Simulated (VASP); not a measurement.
The input files of a VASP run:

**INCAR**
```
SYSTEM = Be3ZnTe4
PREC = Accurate
ENCUT = 400
EDIFF = 1E-6
NELM = 100
ALGO = Normal
LREAL = .FALSE.
LASPH = .TRUE.
ISMEAR = 0
SIGMA = 0.05
GGA = PE
LMAXMIX = 4
LWAVE = .FALSE.
LCHARG = .TRUE.
```

### KPOINTS
```
Automatic mesh
0
Gamma
4 4 4
0 0 0
```

### POSCAR
```
Be3ZnTe4
11.5959520
  0.5000000210   0.0000000000   0.0000000000
  0.0000000000   0.5000000210   0.0000000000
  0.0000000000   0.0000000000   0.5000000210
Zn Te Be
1 4 3
Direct
  0.0000000000   1.0000000000   0.0000000000
  0.2605693640   0.2605693640   0.2605693640
  0.7394306360   0.7394306360   0.2605693640
  0.7394306360   0.2605693640   0.7394306360
  0.2605693640   0.7394306360   0.7394306360
  0.5000000000   0.5000000000   0.0000000000
  0.5000000000   1.0000000000   0.5000000000
  0.0000000000   0.5000000000   0.5000000000
```

POTCAR, in this order: Zn Te Be (PBE.64 set). Program: vasp_std.

Q: Write an equivalent input for Quantum ESPRESSO's pw.x.

A: One equivalent input (not run):
```
&CONTROL
  calculation = 'scf'
  pseudo_dir = './pseudo'
  outdir = './out'
  tprnfor = .true.
  tstress = .true.
/
&SYSTEM
  ibrav = 0
  nat = 8
  ntyp = 3
  ecutwfc = 88
  occupations = 'smearing'
  smearing = 'gaussian'
  degauss = 0.003675
  input_dft = 'pbe'
/
&ELECTRONS
  conv_thr = 7.3e-08
  electron_maxstep = 100
/
ATOMIC_SPECIES
  Zn 65.380 Zn.upf
  Te 127.600 Te.upf
  Be 9.012 Be.upf
CELL_PARAMETERS angstrom
     5.7979762   -0.0000000   -0.0000000
     0.0000000    5.7979762    0.0000000
    -0.0000000    0.0000000    5.7979762
ATOMIC_POSITIONS crystal
  Zn   0.0000000  1.0000000  0.0000000
  Te   0.2605694  0.2605694  0.2605694
  Te   0.7394306  0.7394306  0.2605694
  Te   0.7394306  0.2605694  0.7394306
  Te   0.2605694  0.7394306  0.7394306
  Be   0.5000000  0.5000000  0.0000000
  Be   0.5000000  1.0000000  0.5000000
  Be   0.0000000  0.5000000  0.5000000
K_POINTS automatic
  4 4 4 0 0 0
```
Limits of the translation: the potentials are each code's own (VASP's PAW set, PseudoDojo norm-conserving files in pw.x), so ENCUT and ecutwfc are chosen apart and not converted; conv_thr bounds pw.x's estimated SCF error, while EDIFF bounds the energy change between steps.

The structure was generated: Be3ZnTe4 was put into an ordered model structure (P-43m), which need not be its known phase. It was relaxed first.
